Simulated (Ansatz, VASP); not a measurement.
# PtSe2 (Sudovikovite) in two plane-wave programs, part 2 of 2

Wanted: the spread between two codes on one cell, functional and k mesh. The cell is taken from a series of runs on this material, whose earlier steps may have relaxed, scaled, displaced or heated it; both programs get it as it stands.

VASP 6.6.1 and Ansatz 0.2.0.

So far: Starting point; VASP: zone-centre phonons, PBE with D3(BJ).

## Step 3: Ansatz: zone-centre phonons, PBE with D3(BJ)

Level of this step: Ansatz beside VASP: Kohn-Sham DFT, plane waves, PBE with D3(BJ) (Ansatz).

Ansatz runs on its PAW soft_1 files.

The same cell, functional, mesh and smearing now go to Ansatz, which takes its cutoff from its data sets.

input.yaml reads:

```yaml
crystal:
  lattice:
    - [3.7294519794, 0.0, 0.0]
    - [-1.8647259897, 3.2298001563, 0.0]
    - [0.0, 0.0, 4.5342820083]
  atoms:
    - { symbol: Se, position: [0.3333333333, 0.6666666667, 0.2790368655] }
    - { symbol: Se, position: [0.6666666667, 0.3333333333, 0.7209631345] }
    - { symbol: Pt, position: [0.0, 0.0, 0.0] }
kpoints:
  mp_grid: { grid: [15, 15, 10] }
hamiltonian:
  xc: pbe
  dispersion: d3bj
  pseudopotentials: { kind: paw, azcp: { folder: soft_1 } }
scf:
  occupations: { method: methfessel_paxton, width: 0.2 }
output:
  eigenvalues: true
phonons:
  method: dfpt
```

Started as:

```bash
$ ansatz run input.yaml --threads 4 --pin off --max-ram 10240MiB --backend cpu --events-out ev --progress --plain --runs-dir out
```

Numbers of over 12 decimals in the logs are rounded to 6 here.

The log of the run:

```text
Engine: ansatz 0.2.0, x86_64-unknown-linux-gnu
Pseudopotentials: kind: paw
Pseudopotential: Se, paw, valence charge 16, recommended cutoff 420 eV (normal), soft_1/Se.paw.azcp
Pseudopotential: Pt, paw, valence charge 18, recommended cutoff 420 eV (normal), soft_1/Pt.paw.azcp
Functional definition: PBE
  parameter kappa = 0.804
  parameter beta = 0.066725
  exchange = pbe_x(kappa = kappa, mu = beta*pi^2/3)
  correlation = pbe_c(beta = beta)
Crystal: 3 atoms, lattice volume = 54.617 Å³
Basis set: ecut = 420 eV, 1095 PW (Γ), exchange–correlation on 50×50×64 points (8 copies of the dense FFT grid, shifted against one another)
Bands: 30, of which v1, the nominal top of the filled ones, is band 25 counted from 1 (24 counted from 0)
Symmetry: 12 space group operations
k-points: 608 of 2250 (irreducible under 2 space group operations, time reversal used)
Non-local potential: Se, projectors of the file, l = 0: 2, l = 1: 2, l = 2: 3, l = 3: 1
Non-local potential: Pt, projectors of the file, l = 0: 3, l = 1: 2, l = 2: 2, l = 3: 1
PAW form: soft (Blöchl's): semilocal exchange-correlation on the pseudo side does not see the compensation charge
PAW one-centre angular grid: Se, 590 points (default); XC on 64 Gauss nodes
PAW one-centre angular grid: Pt, 590 points (default); XC on 64 Gauss nodes
Initial density: superposition of atomic densities (chi_scale 0.1, normalization cell, long waves kept (reshape's long-wave potential 0.00 eV rms))
Initial wavefunctions: pseudopotential atomic-orbital guess
Functional: x = pbe(κ = 0.804, μ = 0.219515), c = pbe(β = 0.066725)
SCF iter   1: F=—  HF=-23465.479130 eV  |F-HF|=—  |Δ(HF+E_count)|=         —  Δρ=4.90e-2  dr2=6.21e-1  ethr=3.10e-3  ⟨swp⟩=4.9  Hψ=66141  notcnv=0
preconditioner: auto → Kerker (q_TF=auto, 2.688 Å⁻¹)  [metal: Δε(μ)=0.027 eV  Ē_g=10.423 eV  σ=0.200 eV  W_gap=0.11  n_scr=20 (ndim 8)  ℏωp=23.6 eV  f_vac=0.000  D(μ)=0.55/eV (n_scr^D=0)]
SCF iter   2: F=—  HF=-23465.389875 eV  |F-HF|=—  |Δ(HF+E_count)|=   8.93e-2  S|Δr|=    0.00e0  Δρ=2.57e-2  dr2=1.99e-1  ethr=1.24e-3  ⟨swp⟩=2.0  Hψ=25720  notcnv=0  defer=197
SCF iter   3: F=—  HF=-23465.356811 eV  |F-HF|=—  |Δ(HF+E_count)|=   3.31e-2  S|Δr|=    0.00e0  Δρ=7.91e-3  dr2=2.73e-2  ethr=3.99e-4  ⟨swp⟩=2.0  Hψ=20932  notcnv=0  defer=197
SCF iter   4: F=—  HF=-23465.352962 eV  |F-HF|=—  |Δ(HF+E_count)|=   3.85e-3  S|Δr|=    0.00e0  Δρ=1.40e-3  dr2=2.10e-3  ethr=5.46e-5  ⟨swp⟩=3.0  Hψ=35281  notcnv=0  defer=197
SCF iter   5: F=—  HF=-23465.352864 eV  |F-HF|=—  |Δ(HF+E_count)|=   9.86e-5  S|Δr|=    0.00e0  Δρ=7.37e-4  dr2=5.24e-4  ethr=4.20e-6  ⟨swp⟩=2.0  Hψ=30811  notcnv=0  defer=197
SCF iter   6: F=—  HF=-23465.352754 eV  |F-HF|=—  |Δ(HF+E_count)|=   1.09e-4  S|Δr|=    0.00e0  Δρ=2.52e-4  dr2=6.03e-5  ethr=1.05e-6  ⟨swp⟩=2.0  Hψ=30812  notcnv=0  defer=197
SCF iter   7: F=—  HF=-23465.352768 eV  |F-HF|=—  |Δ(HF+E_count)|=   1.35e-5  S|Δr|=    0.00e0  Δρ=5.65e-5  dr2=2.24e-6  ethr=1.21e-7  ⟨swp⟩=2.0  Hψ=24944  notcnv=0  defer=197
SCF iter   8: F=—  HF=-23465.352770 eV  |F-HF|=—  |Δ(HF+E_count)|=   2.22e-6  S|Δr|=    0.00e0  Δρ=2.34e-5  dr2=4.48e-7  ethr=4.49e-9  ⟨swp⟩=2.0  Hψ=31414  notcnv=0  defer=197
SCF iter   9: F=—  HF=-23465.352770 eV  |F-HF|=—  |Δ(HF+E_count)|=   1.00e-7  S|Δr|=    0.00e0  Δρ=8.24e-6  dr2=4.60e-8  ethr=8.96e-10  ⟨swp⟩=2.0  Hψ=24829  notcnv=0  defer=197
SCF iter  10: F=—  HF=-23465.352770 eV  |F-HF|=—  |Δ(HF+E_count)|=   1.15e-8  S|Δr|=    0.00e0  Δρ=3.21e-6  dr2=5.23e-9  ethr=9.19e-11  ⟨swp⟩=2.0  Hψ=25187  notcnv=0  defer=197
SCF iter  11: F=—  HF=-23465.352770 eV  |F-HF|=—  |Δ(HF+E_count)|=   2.63e-9  S|Δr|=    0.00e0  Δρ=7.97e-7  dr2=2.77e-10  ethr=1.05e-11  ⟨swp⟩=2.0  Hψ=25811  notcnv=0  defer=197
SCF iter  12: F=—  HF=-23465.352770 eV  |F-HF|=—  |Δ(HF+E_count)|=  2.76e-10  S|Δr|=    0.00e0  Δρ=4.14e-7  dr2=5.75e-11  ethr=1.00e-12  ⟨swp⟩=2.0  Hψ=25247  notcnv=0  defer=197
SCF iter  13: F=-23465.352770 eV  HF=-23465.352770 eV  |F-HF|=3.64e-12  |Δ(HF+E_count)|=  2.18e-11  S|Δr|=    0.00e0  Δρ=9.44e-8  dr2=3.03e-12  ethr=1.00e-12  ⟨swp⟩=5.6  Hψ=90854  notcnv=0
SCF 1 converged in 13 iterations: F = -23465.352770 eV  dr2 = 3.03e-12
  greatest PAW one-centre occupation: 1.000 electrons in one spin orbital (limit 2), on the Pt atom at site 2 (counted from 0), in its partial waves of l = 0
DFPT response loops at Γ: preconditioner auto → Kerker (q_TF=auto, 2.688 Å⁻¹) (partly filled bands, converged f_vac=0.007); β = 1.00, the filter's whole step (`scf.mixing.beta` (0.50) is not read by the response loops under this deck's `scf.mixing.preconditioner`; to damp them name `kerker` or `kerker_dos`, under which they read `scf.mixing.beta`, and type it under 1.00, their step now; both keys bind the ground state too); Broyden in place of MSR1
SCF converged after 13 iterations
Stability not checked: this state was not tested for a lower state beside it, because cold or Methfessel-Paxton smearing, or corrected tetrahedra, fill the levels in a way that the test cannot read (fill_not_monotonic; see scf.lower_state_search)
Free energy (F): -23465.352770 eV
Harris-Foulkes:  -23465.352770 eV  (|F-HF|=3.64e-12)
Internal energy: -23465.354637 eV  (E = F + TS)
E sigma→0 (E₀):  -23465.353237 eV
Entropy (-TS):   0.001867 eV (0.622 meV/atom)
Fermi energy:    14.992845 eV
--- Per-component energies (eV) ---
  E_band       = -879.180418
  E_kinetic    = 821.889067
  E_local      = -6462.592290  (includes V_loc(G=0)·N_el)
  E_nonlocal   = -503.839537
  E_hartree    = 3208.026838
  E_xc         = -404.858656
  E_vxc        = -455.418099  (∫ρ·V_xc dr)
  E_paw        = -13744.710482  (= ΣΔE_a)
  E_vpaw       = -695.273657  (= ΣTr[D̂ρ^β])
  E_aug_tail   = 0.000397  (compensation charges beyond the density's cutoff)
  E_ewald      = -6377.665801
  E_disp       = -1.604174  (pairwise vdW)
  E_smearing   = 0.001867  (= −TS)
  E_closure    = 0.000000  (closes the sum)
  Σ components = -23465.352770   (vs F -23465.352770, Δ=0.00e0)
--- Band table (eV; the first three rows and the last of 608) ---
  k-point 0: bands = [... 21 lower, 12.4378, 13.9511, 13.9511, 15.7146, 15.7146, 15.9578, 18.0853, 19.4890, ... 1 higher]
  k-point 1: bands = [... 21 lower, 12.4340, 13.8016, 13.8016, 15.6489, 15.9152, 15.9152, 18.1502, 19.8543, ... 1 higher]
  k-point 2: bands = [... 21 lower, 12.4158, 13.4863, 13.4863, 14.9157, 16.3803, 16.3803, 18.4958, 20.5876, ... 1 higher]
  k-point 607: bands = [... 21 lower, 11.5765, 11.8234, 12.3317, 13.8004, 16.0049, 16.2717, 19.5541, 21.9243, ... 1 higher]
--- Phonons (Γ-DFPT): 4 representative perturbations + reference, on 608 of 2250 k-points (Σ response iterations 13) ---
  k mesh reduced under 2 symmetry operations, with k and −k counted as one. Each operation leaves every solved perturbation unchanged. A smaller set is not used because it would not reduce the number of displacements times k-points to solve
  ASR residual: 7.435e-5 → 0.000e0 eV/Å²; symmetrization residual: 1.577e-5 eV/Å²
  pairwise dispersion correction: d3bj (s6 = 1.0, s8 = 0.7875, a1 = 0.4289, a2_bohr = 4.4407), with the weights of each atom's references fixed at the reference crystal's, and the forces and stress that the weights' published response gives there kept as a pressure on the atom's counted neighbours (hamiltonian.dispersion)
  ASR residual per site (eV/Å²): 3.13e-5 3.13e-5 7.44e-5
  Γ frequencies (cm⁻¹): 0.00 0.00 0.00 169.95 169.95 225.26 228.02 228.28 228.28
  non-analytic LO–TO correction: not included (Born effective charges unavailable; polar crystals: no LO–TO splitting at Γ)
```

## Step 4: Side by side

Known differences besides the potentials themselves: the data sets hold 50 valence electrons in Ansatz (on its PAW soft_1 files) and 22 in VASP; the cutoff is 420 eV in Ansatz and 500 eV in VASP; Ansatz takes the dispersion share of the force constants at frozen C6 weights, VASP differentiates the full forces; VASP uses finite displacements, Ansatz perturbation theory. Total energies have different zeros and are not compared.

Compared:

```
                  quantity  Ansatz   VASP  difference
optical mode 1 to 2 (cm⁻¹)   169.9  169.9     +0.02 %
     optical mode 3 (cm⁻¹)   225.3  225.6     -0.17 %
     optical mode 4 (cm⁻¹)   228.0  228.2     -0.09 %
optical mode 5 to 6 (cm⁻¹)   228.3  228.9     -0.29 %
```

Modes are paired by rising frequency, not by their patterns, so a pair may set unlike modes beside each other; they are those without the splitting of longitudinal modes.

## Step 5: Summary of results

| Item | Value |
| --- | --- |
| r.m.s. difference of the optical zone-centre modes, each program's sorted by frequency (zone-centre phonons, PBE with D3(BJ)) | 0.42 cm⁻¹ |

The r.m.s. difference of the optical zone-centre modes, each program's sorted by frequency is 0.42 cm⁻¹ (zone-centre phonons, PBE with D3(BJ)). The data sets hold unlike numbers of valence electrons (50 in Ansatz and 22 in VASP), so part of the differences comes from the potentials. How closely two codes agree says nothing of how well the functional describes the real material.

[Lines on the potential files, build, host, timing and source positions are cut from VASP's logs without a mark.]

[Logs are printed without paths, hosts, clocks, repeated set-up lines and the standing remarks that a program may print on its own settings, such as how far it seeks lower states.]

[Hosts, paths, dates, database ids (printed as entryN), source tags and the programs' standing remarks are cut or masked in the printed files.]
